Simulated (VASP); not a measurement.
Calculation: PBE GGA, VASP's PBE PAW potentials (set 64) (plane waves; VASP 6.6.1).

The input files of a VASP run:

**KPOINTS**
```
Automatic mesh
0
Gamma
10 10 4
0 0 0
```

### POSCAR
```
C
1
    1.2336704860    -2.1367794642     0.0000000000
    1.2336704860     2.1367794642     0.0000000000
    0.0000000000     0.0000000000     7.9271403560
C
4
Direct
  1.0000000000   0.0000000000   0.2500000000
  0.0000000000   1.0000000000   0.7500000000
  0.3333330000   0.6666670000   0.2500000000
  0.6666670000   0.3333330000   0.7500000000
```

INCAR:
```
SYSTEM = C
PREC = Accurate
ENCUT = 600
EDIFF = 1E-7
NELM = 100
ALGO = Normal
LREAL = .FALSE.
LASPH = .TRUE.
ISMEAR = 0
SIGMA = 0.05
GGA = PE
LWAVE = .FALSE.
LCHARG = .FALSE.
ISIF = 2
```

POTCAR, in this order: C (PBE.64 set). Program: vasp_std.

Without a dispersion term in the relaxation, distances and binding between the weakly bound layers, chains or molecules are unreliable, and so is what depends on them.

**Question.** Predict the energy per atom (σ→0).

**Answer.** 
```yaml
energy per atom (σ→0): -9.230 eV/atom
```

### OSZICAR
```
...
DAV:   8    -0.369211240821E+02   -0.11245E-01   -0.65054E-02  1148   0.182E+00    0.123E-01
DAV:   9    -0.369210523470E+02    0.71735E-04   -0.14830E-03  1252   0.311E-01    0.739E-02
DAV:  10    -0.369214393410E+02   -0.38699E-03   -0.56619E-04  1188   0.200E-01    0.353E-02
DAV:  11    -0.369214391451E+02    0.19593E-06   -0.81538E-06  1404   0.234E-02    0.481E-03
DAV:  12    -0.369214408711E+02   -0.17260E-05   -0.13853E-06  1224   0.115E-02    0.349E-03
DAV:  13    -0.369214407517E+02    0.11937E-06   -0.26704E-07  1236   0.468E-03    0.201E-04
DAV:  14    -0.369214407490E+02    0.27655E-08   -0.58382E-09   860   0.730E-04
   1 F= -.36921441E+02 E0= -.36921441E+02  d E =-.326071E-12
```

The compound is C in the graphite structure. It was relaxed first, which changed the volume by +19 %.
